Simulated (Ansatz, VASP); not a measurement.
**PbO2: VASP beside Ansatz**

Aim: how closely do two programs agree when they are given the same cell, functional and k mesh? The structure shown is the start of the Ansatz relaxation below; VASP solves that cell, so the two are compared at the walk's first step.

Calculated with Ansatz 0.2.0; plane waves, with VASP 6.6.1 beside it; single point at PBEsol.

### Step 1. The starting structure

The cell holds 3 atoms: 1 Pb and 2 O. Cell: a = 3.224 Å, b = 3.224 Å, c = 28.700 Å, α = 90.0°, β = 90.0°, γ = 120.0°. It derives from PbO2. Vacuum lies along c.

### Step 2. Ansatz: relaxation, PBEsol

Ansatz runs on its PAW soft_1 files.

The two programs are compared at the cell with which this relaxation starts, whose forces are those of its first step.

The input, input.yaml:

```yaml
crystal:
  lattice:
    - [3.2239736682, 0.0, 0.0]
    - [-1.6119868341, 2.7920430978, 0.0]
    - [0.0, 0.0, 28.7]
  atoms:
    - { symbol: Pb, position: [0.3333333333, 0.6666666667, 0.3484320557] }
    - { symbol: O, position: [0.6914807651, 0.3581474318, 0.3929693398] }
    - { symbol: O, position: [0.6418525682, 0.3085192349, 0.3038947717] }
  periodic: [true, true, false]
kpoints:
  mp_grid: { grid: [18, 18, 1] }
hamiltonian:
  xc: pbesol
  pseudopotentials: { kind: paw, azcp: { folder: soft_1 }, xc_functional: pbe }
scf:
  occupations: { method: methfessel_paxton, width: 0.2 }
output:
  forces: true
  stress: true
  eigenvalues: true
  write_density: true
  write_potential: true
  elf: true
  volumetric_format: npy
relax:
  adjacent_minimum: "off"
  f_tol: 0.002
  max_steps: 120
  cell: { stress_2d_tol: 0.005 }
```

Started as:

```
$ ansatz run input.yaml --threads 4 --pin off --max-ram 16384MiB --backend cpu --events-out ev --progress --plain --runs-dir out
```

Numbers of over 12 decimals in the logs are rounded to 6 here.

Output:

```text
Engine: ansatz 0.2.0, aarch64-unknown-linux-gnu
Pseudopotentials: kind: paw
Pseudopotential: Pb, paw, valence charge 14, recommended cutoff 420 eV (normal), soft_1/Pb.paw.azcp
Pseudopotential: O, paw, valence charge 6, recommended cutoff 420 eV (normal), soft_1/O.paw.azcp
Functional definition: PBEsol
  exchange = pbesol_x
  correlation = pbesol_c
Crystal: 3 atoms, lattice volume = 258.342 Å³
Basis set: ecut = 420 eV, 5159 PW (Γ), exchange–correlation on 48×48×384 points (8 copies of the dense FFT grid, shifted against one another)
Bands: 17, of which v1, the nominal top of the filled ones, is band 13 counted from 1 (12 counted from 0)
Symmetry: 2 space group operations
Space group: C2 (ITA 5), of the structure as read, at distance tolerance 6.4e-5 Å
k-points: 91 of 324 (time reversal used)
Non-local potential: Pb, projectors of the file, l = 0: 2, l = 1: 2, l = 2: 2, l = 3: 1
Non-local potential: O, projectors of the file, l = 0: 2, l = 1: 2, l = 2: 1
PAW form: soft (Blöchl's): semilocal exchange-correlation on the pseudo side does not see the compensation charge
PAW frozen core: Pb, regenerated for the run's functional, and the local potential with it (the file was generated under x = pbe(κ = 0.804, μ = 0.219515), c = pbe(β = 0.066725))
PAW frozen core: O, regenerated for the run's functional, and the local potential with it (the file was generated under x = pbe(κ = 0.804, μ = 0.219515), c = pbe(β = 0.066725))
PAW one-centre angular grid: Pb, 590 points (default); XC on 64 Gauss nodes
PAW one-centre angular grid: O, 110 points (default); XC on 64 Gauss nodes
Initial density: superposition of atomic densities (neutral atoms: chi_scale 0, normalization atom)
Initial wavefunctions: pseudopotential atomic-orbital guess
Functional: x = pbesol(κ = 0.804, μ = 0.123457), c = pbesol(β = 0.046)
SCF iter   1: F=—  HF=-12877.214761 eV  |F-HF|=—  |Δ(HF+E_count)|=         —  Δρ=5.23e-2  dr2=8.88e0  ethr=3.10e-3  ⟨swp⟩=12.0  Hψ=14826  notcnv=0
preconditioner: auto → none  [insulator: Δε(μ)=1.268 eV  Ē_g=16.052 eV  σ=0.200 eV  W_gap=1.00  n_scr=16 (ndim 8)  ℏωp=11.8 eV  f_vac=0.796  D(μ)=-0.00/eV (n_scr^D=0)  ε∞_Penn≈1.5]
SCF iter   2: F=—  HF=-12876.196159 eV  |F-HF|=—  |Δ(HF+E_count)|=    1.02e0  S|Δr|=    0.00e0  Δρ=4.79e-2  dr2=5.10e0  ethr=3.10e-3  ⟨swp⟩=6.6  Hψ=6573  notcnv=0  defer=5
preconditioner: auto → LDOS  [metal: Δε(μ)=0.108 eV  Ē_g=16.385 eV  σ=0.200 eV  W_gap=0.40  n_scr=16 (ndim 8)  ℏωp=11.8 eV  f_vac=0.804  D(μ)=2.23/eV (n_scr^D=10)  β→1.0]
SCF iter   3: F=—  HF=-12874.912338 eV  |F-HF|=—  |Δ(HF+E_count)|=    1.28e0  S|Δr|=    0.00e0  Δρ=5.00e-3  dr2=4.79e-2  ethr=3.10e-3  ⟨swp⟩=4.9  Hψ=5598  notcnv=0
SCF iter   4: F=—  HF=-12874.903117 eV  |F-HF|=—  |Δ(HF+E_count)|=   9.22e-3  S|Δr|=    0.00e0  Δρ=6.34e-4  dr2=1.24e-3  ethr=1.84e-4  ⟨swp⟩=3.1  Hψ=3988  notcnv=0
SCF iter   5: F=—  HF=-12874.903243 eV  |F-HF|=—  |Δ(HF+E_count)|=   1.25e-4  S|Δr|=    0.00e0  Δρ=1.68e-4  dr2=5.27e-5  ethr=4.76e-6  ⟨swp⟩=3.7  Hψ=3834  notcnv=0
SCF iter   6: F=—  HF=-12874.903403 eV  |F-HF|=—  |Δ(HF+E_count)|=   1.60e-4  S|Δr|=    0.00e0  Δρ=3.66e-5  dr2=2.60e-6  ethr=2.03e-7  ⟨swp⟩=3.6  Hψ=3518  notcnv=0
SCF iter   7: F=—  HF=-12874.903408 eV  |F-HF|=—  |Δ(HF+E_count)|=   5.62e-6  S|Δr|=    0.00e0  Δρ=1.38e-5  dr2=3.50e-7  ethr=9.99e-9  ⟨swp⟩=3.5  Hψ=3989  notcnv=0
iter 8 did not close the SCF: its close was put off until two iterations running show no level that it waits for move by more than its bar (scf_convergence_deferred on its scf_iter line)
SCF iter   8: F=-12874.903409 eV  HF=-12874.903409 eV  |F-HF|=2.23e-7  |Δ(HF+E_count)|=   6.44e-7  S|Δr|=    0.00e0  Δρ=3.96e-6  dr2=3.20e-8  ethr=3.85e-10  ⟨swp⟩=25.7  Hψ=22513  notcnv=0
iter 9 did not close the SCF: its close was put off until two iterations running show no level that it waits for move by more than its bar (scf_convergence_deferred on its scf_iter line)
SCF iter   9: F=-12874.903409 eV  HF=-12874.903409 eV  |F-HF|=1.59e-8  |Δ(HF+E_count)|=   2.20e-7  S|Δr|=    0.00e0  Δρ=4.28e-7  dr2=2.50e-10  ethr=1.23e-10  ⟨swp⟩=13.2  Hψ=15292  notcnv=0
SCF iter  10: F=-12874.903409 eV  HF=-12874.903409 eV  |F-HF|=2.51e-10  |Δ(HF+E_count)|=   1.56e-8  S|Δr|=    0.00e0  Δρ=8.97e-8  dr2=1.38e-11  ethr=1.00e-12  ⟨swp⟩=10.1  Hψ=14303  notcnv=0
SCF 1 converged in 10 iterations: F = -12874.903409 eV  dr2 = 1.38e-11
  greatest PAW one-centre occupation: 0.985 electrons in one spin orbital (limit 2), on the Pb atom at site 0 (counted from 0), in its partial waves of l = 2
relax step   1: F+E_penalty+E_count = -12874.90340934 eV  Δ(F+E_penalty+E_count) = +0.000e0 eV  max|allowed force component| = 6.045e-2 eV/Å  Δτ_max = 0.0000 Å  P = +0.212 N/m  Ω = 258.342 Å³  fix = [c, alpha, beta]  reactions: c +0.000 N/m; alpha -0.000, beta -0.000 N/m/rad  (10 SCF iters, dr2 threshold 1.00e-7 eV, accepted)
[...]
relax step  28: F+E_penalty+E_count = -12875.13522505 eV  Δ(F+E_penalty+E_count) = +9.738e-5 eV  max|allowed force component| = 1.773e-4 eV/Å  Δτ_max = 0.0006 Å  P = -0.001 N/m  Ω = 319.988 Å³  energy of the carried Pulay correction = -1.048e-4 eV  fix = [c, alpha, beta]  reactions: c -0.000 N/m; alpha +0.000, beta +0.000 N/m/rad  (8 SCF iters, accepted)
[...]
relax step  29: F+E_penalty+E_count = -12875.13532576 eV  Δ(F+E_penalty+E_count) = -1.007e-4 eV  max|allowed force component| = 1.773e-4 eV/Å  Δτ_max = 0.0000 Å  P = -0.001 N/m  Ω = 319.988 Å³  fix = [c, alpha, beta]  reactions: c +0.000 N/m; alpha +0.000, beta +0.000 N/m/rad  stress off target by 3.68e-3 N/m on what of the cell is left free  SCF on the basis re-selected at this cell (its energy is not comparable with the rows above)  (7 SCF iters)
basis re-selected at this cell: Δ(F+E_penalty+E_count) = -1.007e-4 eV, ΔP = +0.001 N/m vs the last step (what re-selecting the basis moved, of the pressure what is left beyond the Pulay correction that the steps carried, after the strain that the cell walked since its last selection, with what the two solves' SCF thresholds leave and, on support functions, any second-order correction that the steps lacked; it is no m [...]
WARN: The output density's exchange-correlation potential varies sharply where the density is thin. Do not read a vacuum level from v_tot or v_xc, or from such a field of the output density. On a cell that repeats whose density bears no net charge and no dipole along the vacuum's axis use v_es (v_loc + v_h of the components); under efield.dipole_correction with no amplitude use v_es + v_field, which holds any externa [...]
SCF converged after 7 iterations
Stability not checked: this state was not tested for a lower state beside it, because cold or Methfessel-Paxton smearing, or corrected tetrahedra, fill the levels in a way that the test cannot read (fill_not_monotonic; see scf.lower_state_search)
Free energy (F): -12875.135326 eV
Harris-Foulkes:  -12875.135326 eV  (|F-HF|=1.46e-11)
Internal energy: -12875.135332 eV  (E = F + TS)
E sigma→0 (E₀):  -12875.135327 eV
Entropy (-TS):   0.000006 eV (0.002 meV/atom)
Fermi energy:    -7.485742 eV
Step filling:    the computed levels leave a gap of 1.1280 eV = 5.6 smearing widths at the electron count; against every level under it full and every level over it empty, smearing changes F+E_penalty+E_count by +3.07e-4 meV and its σ→0 estimate by -1.14e-3 meV
--- Per-component energies (eV) ---
  E_band       = -453.516602
  E_kinetic    = 626.631029
  E_local      = -35278.221380  (includes V_loc(G=0)·N_el)
  E_nonlocal   = 418.634471
  E_hartree    = 17231.436466
  E_xc         = -339.070936
  E_vxc        = -311.642141  (∫ρ·V_xc dr)
  E_paw        = -10566.240597  (= ΣΔE_a)
  E_vpaw       = -371.793000  (= ΣTr[D̂ρ^β])
  E_aug_tail   = 0.001471  (compensation charges beyond the density's cutoff)
  E_ewald      = 15031.561398
  E_core_change = 0.132746  (= ΣΔE_core)
  E_smearing   = 0.000006  (= −TS)
  E_closure    = 0.000000  (closes the sum)
  Σ components = -12875.135326   (vs F -12875.135326, Δ=0.00e0)
--- Forces (eV/Å), atoms counted from 1 ---
  atom   1  Pb    -0.00017732     0.00010238    -0.00000000
  atom   2  O      0.00005488    -0.00010971     0.00012879
  atom   3  O      0.00012245     0.00000733    -0.00012879
  max |Σ_I F_I| component: 1.35e-8 eV/Å
--- 2D stress c σ (N/m, compression-positive) ---
       -0.002145       0.002667      -0.000000
        0.002667       0.000934      -0.000000
       -0.000000      -0.000000       0.000000
  P = ½ c Tr σ = -0.0006 N/m
--- Band table (eV; the first three rows and the last of 91) ---
  k-point 0: bands = [... 9 lower, -9.5335, -8.5035, -8.4971, -8.0721, -6.9441, -3.1511, -0.2266, -0.0833]
  k-point 1: bands = [... 9 lower, -9.5776, -8.5506, -8.4609, -8.1039, -6.8704, -3.0604, -0.1928, -0.0416]
  k-point 2: bands = [... 9 lower, -9.6738, -8.6179, -8.4337, -8.1717, -6.6872, -2.8077, -0.1090, 0.0808]
  k-point 90: bands = [... 9 lower, -10.3129, -9.3318, -9.1184, -8.7170, -4.1432, -1.6344, -1.3354, 1.9228]
--- Relaxed structure (24 steps of the walk, 23 accepted, 5 SCFs on fresh bases) ---
  F+E_penalty+E_count = -12875.13532576 eV   max|allowed force component| = 1.773e-4 eV/Å   (the final SCF, on the basis selected at the relaxed cell)
  cell:  # Å, volume = 319.9877 Å³
    - [3.434859, 0.292912, 0]
    - [-1.463760, 3.121131, 0]
    - [0, 0, 28.7]
  atoms:
    - { symbol: Pb, position: [0.388900, 0.611100, 0.348432] }
    - { symbol: O, position: [0.888912, 0.611146, 0.389347] }
    - { symbol: O, position: [0.388854, 0.111088, 0.307518] }
```

In the SCF lines HF is the Harris–Foulkes energy and dr2 the Hartree energy of the density residual, in eV; the loop may stop once dr2 is under the threshold and the program's other checks hold. Hψ counts applications of the Hamiltonian.

### Step 3. VASP: single point, PBEsol, start cell

The same cell, functional, mesh and smearing now go to VASP, with its own data sets.

Lines of VASP's logs that name or quote its potential files are left out, and so is its time.

The input, INCAR:

```
SYSTEM = PbO2
PREC = Accurate
ENCUT = 520
EDIFF = 1E-06
NELM = 120
ISMEAR = 1
SIGMA = 0.2
LREAL = .FALSE.
ALGO = Normal
GGA = PS
NBANDS = 19
LORBIT = 11
LWAVE = .FALSE.
LCHARG = .FALSE.
ISIF = 2
LDIPOL = .TRUE.
IDIPOL = 3
DIPOL = 0.5 0.5 0.348
LVHAR = .TRUE.
LASPH = .TRUE.
GGA_COMPAT = .FALSE.
EFERMI = MIDGAP
NELMDL = -8
KPAR = 2
```

The input, POSCAR:

```
PbO2
1.0
    3.2239740000      0.0000000000      0.0000000000
   -1.6119870000      2.7920430000      0.0000000000
    0.0000000000      0.0000000000     28.7000000000
Pb O
1 2
Direct
    0.3333333333      0.6666666667      0.3484320557
    0.6914807585      0.3581474211      0.3929693380
    0.6418525748      0.3085192456      0.3038947735
```

The input, KPOINTS:

```
Automatic mesh
0
Gamma
18 18 1
0 0 0
```

Potentials, in the order of the species: Pb_d and O (PBE family, release 64).

Started as:

```
$ mpirun -np 2 vasp_std
```

Output:

```text
[banner, memory and clock lines left out]
running    2 mpi-ranks, on    1 nodes
 distrk:  each k-point on    1 cores,    2 groups
 distr:  one band on    1 cores,    1 groups

 POSCAR found type information on POSCAR PbO
 POSCAR found :  2 types and       3 ions
|                                                                             |
|               ----> ADVICE to this user running VASP <----                  |
|                                                                             |
|     You enforced a specific xc type in the INCAR file but a different       |
|     [... a line on the potential file left out ...]
|     I HOPE YOU KNOW WHAT YOU ARE DOING!                                     |
|                                                                             |

 LDA part: xc-table for (Slater+PW92), standard interpolation
 POSCAR, INCAR and KPOINTS ok, starting setup
 FFT: planning ... GRIDC
 FFT: planning ... GRID_SOFT
 FFT: planning ... GRID
 WAVECAR not read
 entering main loop
       N       E                     dE             d eps       ncg     rms          rms(c)
DAV:   1     0.273955116548E+03    0.27396E+03   -0.10794E+04  3730   0.106E+03
DAV:   2     0.189600851825E+02   -0.25500E+03   -0.24643E+03  4884   0.292E+02
DAV:   3    -0.166424769732E+02   -0.35603E+02   -0.35160E+02  4220   0.131E+02
DAV:   4    -0.179168212744E+02   -0.12743E+01   -0.12697E+01  4852   0.349E+01
DAV:   5    -0.179413345759E+02   -0.24513E-01   -0.24510E-01  4449   0.451E+00
DAV:   6    -0.179423872705E+02   -0.10527E-02   -0.10527E-02  5129   0.101E+00
DAV:   7    -0.179424144863E+02   -0.27216E-04   -0.27216E-04  4756   0.104E-01
DAV:   8    -0.179424150686E+02   -0.58231E-06   -0.58204E-06  4386   0.146E-02    0.838E+00
DAV:   9    -0.156720329464E+02    0.22704E+01   -0.12615E+01  5498   0.439E+01    0.338E+00
DAV:  10    -0.156121321602E+02    0.59901E-01   -0.73031E-01  3675   0.892E+00    0.190E+00
DAV:  11    -0.155875475077E+02    0.24585E-01   -0.29941E-01  4722   0.462E+00    0.719E-01
DAV:  12    -0.155786463085E+02    0.89012E-02   -0.33600E-02  5350   0.228E+00    0.198E-01
DAV:  13    -0.155793789307E+02   -0.73262E-03   -0.65474E-03  4251   0.564E-01    0.688E-02
DAV:  14    -0.155794298052E+02   -0.50875E-04   -0.21393E-04  4535   0.149E-01    0.298E-02
DAV:  15    -0.155795135946E+02   -0.83789E-04   -0.60451E-05  5217   0.713E-02    0.117E-02
DAV:  16    -0.155795668538E+02   -0.53259E-04   -0.99334E-06  4743   0.213E-02    0.355E-03
DAV:  17    -0.155796707659E+02   -0.10391E-03   -0.20473E-05  4487   0.278E-02    0.616E-03
DAV:  18    -0.155797016274E+02   -0.30861E-04   -0.34548E-06  4053   0.196E-02    0.829E-04
DAV:  19    -0.155797167972E+02   -0.15170E-04   -0.11666E-06  3768   0.466E-03    0.564E-04
DAV:  20    -0.155797206512E+02   -0.38540E-05   -0.12623E-07  3896   0.237E-03    0.283E-04
DAV:  21    -0.155797220397E+02   -0.13885E-05   -0.25680E-08  3467   0.111E-03    0.341E-04
DAV:  22    -0.155797227691E+02   -0.72931E-06   -0.42847E-08  3634   0.162E-03
   1 F= -.15579723E+02 E0= -.15582639E+02  d E =0.874877E-02
```

Parts of OUTCAR (step 3):

```text
ion  position               nearest neighbor table
   1  0.333  0.667  0.348-   3 2.20   2 2.20   3 2.26   2 2.26   2 2.32   3 2.32
   2  0.691  0.358  0.393-   1 2.20   1 2.26   1 2.32
   3  0.642  0.309  0.304-   1 2.20   1 2.26   1 2.32

  LATTYP: Found a hexagonal cell.
 ALAT       =     3.2239740000
 C/A-ratio  =     8.9020569024

 Subroutine GETGRP returns: Found  2 space group operations
 (whereof  1 operations were pure point group operations)

The static configuration has the point symmetry C_1 .
 The point group associated with its full space group is C_2 .

 Found     91 irreducible k-points:

   k-points           NKPTS =     91   k-points in BZ     NKDIM =     91   number of bands    NBANDS=     19

   dimension x,y,z NGX =    24 NGY =   24 NGZ =  216
   dimension x,y,z NGXF=    48 NGYF=   48 NGZF=  432

   ENCUT  =  520.0 eV  38.22 Ry    6.18 a.u.   5.99  5.99 53.36*2*pi/ulx,y,z

   NELECT =      26.0000    total number of electrons

 k-points in reciprocal lattice and weights: Automatic mesh
   0.00000000  0.00000000  0.00000000       0.003
   0.05555556 -0.00000000  0.00000000       0.012
  -0.05555556  0.05555556  0.00000000       0.006
   0.11111111 -0.00000000  0.00000000       0.012
  -0.11111111  0.11111111  0.00000000       0.006
   0.16666667  0.00000000  0.00000000       0.012
  -0.16666667  0.16666667  0.00000000       0.006
   0.22222222 -0.00000000  0.00000000       0.012
  -0.22222222  0.22222222  0.00000000       0.006
[...]
0.38888889  0.33333333  0.00000000       0.012
   0.33333333  0.33333333  0.00000000       0.006

 dipolmoment           0.000000      0.000000     -0.000002 electrons x Angstroem

 average (electrostatic) potential at core
       1-102.1285       2 -80.2278       3 -80.2278

 E-fermi :  -6.2321

 k-point     1 :       0.0000    0.0000    0.0000
  band No.  band energies     occupation
    ...
     10      -7.4063      2.00000
     11      -7.0520      2.00000
     12      -7.0463      2.00000
     13      -6.9520      2.00000
     14      -6.2432      1.09439
     15      -1.0245      0.00000
     16       1.7889      0.00000
     17       2.0211      0.00000
     18       2.1124      0.00000
     19       2.6002      0.00000

 k-point     2 :       0.0556   -0.0000    0.0000
  band No.  band energies     occupation
    ...
      9      -7.5826      2.00000
     10      -7.4510      2.00000
     11      -7.1619      2.00000
     12      -7.0460      2.00000
     13      -6.9322      2.00001
     14      -6.0635     -0.00041
     15      -0.8796      0.00000
     16       1.8402      0.00000
     17       2.0792      0.00000
     18       2.1702      0.00000
    ...

 k-point     3 :      -0.0556    0.0556    0.0000
  band No.  band energies     occupation
    ...
      9      -7.5739      2.00000
     10      -7.4643      2.00000
     11      -7.1523      2.00000
     12      -7.0548      2.00000
     13      -6.9310      2.00001
     14      -6.0609     -0.00599
     15      -0.8799      0.00000
     16       1.8400      0.00000
     17       2.0794      0.00000
     18       2.1702      0.00000
    ...

  Total        0.1601638      0.2478982      0.0256774      0.0759803     -0.0011168     -0.0006448
  in kB        0.9932975      1.5374057      0.1592451      0.4712118     -0.0069263     -0.0039988
  external PRESSURE =       0.8966494 kB  Pullay stress =       0.0000000 kB

  energy-cutoff  :      520.00
  volume of cell :      258.34
      direct lattice vectors                 reciprocal lattice vectors
     3.223974000  0.000000000  0.000000000     0.310176199  0.179080337  0.000000000
    -1.611987000  2.792043000  0.000000000     0.000000000  0.358160673  0.000000000
     0.000000000  0.000000000 28.700000000     0.000000000  0.000000000  0.034843206

 POSITION                                       TOTAL-FORCE (eV/Angst)
 -----------------------------------------------------------------------------------
     -0.00000      1.86136     10.00000         0.061398     -0.035448      0.000000
      1.65199      0.99996     11.27822        -0.030949      0.017291      0.035021
      1.57199      0.86140      8.72178        -0.030449      0.018157     -0.035021
 -----------------------------------------------------------------------------------
    total drift:                                0.000018     -0.000001     -0.000043

  FREE ENERGIE OF THE ION-ELECTRON SYSTEM (eV)
  ---------------------------------------------------
  free  energy   TOTEN  =       -15.5797227691 eV

  energy  without entropy=      -15.5884715370  energy(sigma->0) =      -15.58263903

 vacuum level on the upper side and lower side of the slab         2.079         2.079

 total charge
# of ion       s       p       d       tot
------------------------------------------
    1        1.109   0.805   9.981  11.895
    2        1.597   3.267   0.000   4.864
    3        1.597   3.267   0.000   4.864
--------------------------------------------------
tot          4.303   7.339   9.981  21.623

[... 3 further parts left out ...]
```

The run ends at a pressure of 0.09 GPa, with forces up to 0.071 eV/Å.

### Step 4. Differences

Known differences besides the potentials themselves: Ansatz cuts the interaction across the vacuum, VASP repeats the sheet with a dipole correction; the cutoff is 420 eV in Ansatz and 520 eV in VASP; Ansatz makes its cores anew for this functional, VASP keeps those of its PBE data sets. Total energies have different zeros and are not compared.

Forces (eV/Å; atoms numbered as in POSCAR):

```
atom         Ansatz x, y, z           VASP x, y, z
 Pb1   0.060, -0.035, 0.000   0.061, -0.035, 0.000
  O2  -0.026, 0.025, -0.004   -0.031, 0.017, 0.035
  O3   -0.034, 0.010, 0.004  -0.030, 0.018, -0.035
```

The forces differ by 19 meV/Å r.m.s., which is 57.3 % of the r.m.s. force of 0.033 eV/Å (both taken over all components). With vacuum in the cell, a pressure given here is an average over mostly empty space and none of the material.

### Step 5. Summary of results

```yaml
r_m_s_force_difference_single_point_pbesol_start_cell: 19 meV/Å
```

**Reading.** The r.m.s. force difference is 19 meV/Å (single point, PBEsol, start cell), beyond the 12 meV/Å picked in this series as the mark of a large difference. What causes the difference of the single point, PBEsol, start cell pair stays open here. 1 further run of this series is not shown here. Such differences can come from data sets, numerical settings and the points named under the comparisons, not from the functional's error against experiment.

[Lines on the potential files, build, host, timing and source positions are cut from VASP's logs without a mark.]

[Logs are printed without paths, hosts, clocks, repeated set-up lines and the standing remarks that a program may print on its own settings, such as how far it seeks lower states.]

[Hosts, paths, dates, database ids (printed as entryN), source tags and the programs' standing remarks are cut or masked in the printed files.]
